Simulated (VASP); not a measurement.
An input for Quantum ESPRESSO's pw.x (written as the equivalent of a VASP run, and not itself run):

```
&CONTROL
  calculation = 'relax'
  pseudo_dir = './pseudo'
  outdir = './out'
  tprnfor = .true.
  tstress = .true.
  nstep = 30
  forc_conv_thr = 0.00039
/
&SYSTEM
  ibrav = 0
  nat = 2
  ntyp = 1
  ecutwfc = 84
  occupations = 'smearing'
  smearing = 'methfessel-paxton'
  degauss = 0.00735
  input_dft = 'pbe'
/
&ELECTRONS
  conv_thr = 7.3e-09
  electron_maxstep = 100
/
&IONS
/
ATOMIC_SPECIES
  Ru 101.070 Ru.upf
CELL_PARAMETERS angstrom
     1.3052112   -2.2606923    0.0000000
     1.3052112    2.2606923    0.0000000
     0.0000000    0.0000000    4.1141620
ATOMIC_POSITIONS crystal
  Ru   0.3333330  0.6666670  0.2500000
  Ru   0.6666670  0.3333330  0.7500000
K_POINTS automatic
  14 14 8 0 0 0
```

Question: Write the VASP files for the same calculation (PBE).

Answer: Several could match; the one computed here: 
**INCAR**
```
# general
SYSTEM  = Ru
PREC    = Accurate
ENCUT   = 480
LREAL   = .False.
LASPH   = .True.

# electronic loop
EDIFF   = 1E-7
NELM    = 100
ALGO    = Normal
LMAXMIX = 4

# smearing
ISMEAR  = 1
SIGMA   = 0.1

# functional
GGA     = PE

# ions
IBRION  = 2
NSW     = 30
ISIF    = 2
EDIFFG  = -0.01

# output
LWAVE   = .False.
LCHARG  = .False.
```

### POSCAR
```
Ru
1
    1.3052112292    -2.2606923146     0.0000000000
    1.3052112292     2.2606923146     0.0000000000
    0.0000000000     0.0000000000     4.1141619583
Ru
2
Direct
  0.3333330000   0.6666670000   0.2500000000
  0.6666670000   0.3333330000   0.7500000000
```

KPOINTS:
```
Regular mesh
0
Gamma
 14 14 8
```

POTCAR, in this order: Ru_pv (PBE.64 set). Program: vasp_std.

The two are equivalent in intent, not identical: the potentials are each code's own (VASP's PAW set, PseudoDojo norm-conserving files in pw.x), so ENCUT and ecutwfc are chosen apart and not converted; conv_thr bounds pw.x's estimated SCF error, while EDIFF bounds the energy change between steps; forc_conv_thr acts on force components and is met together with etot_conv_thr.

The compound is Ru in the hcp structure. This cell was strained or had an atom moved on purpose.
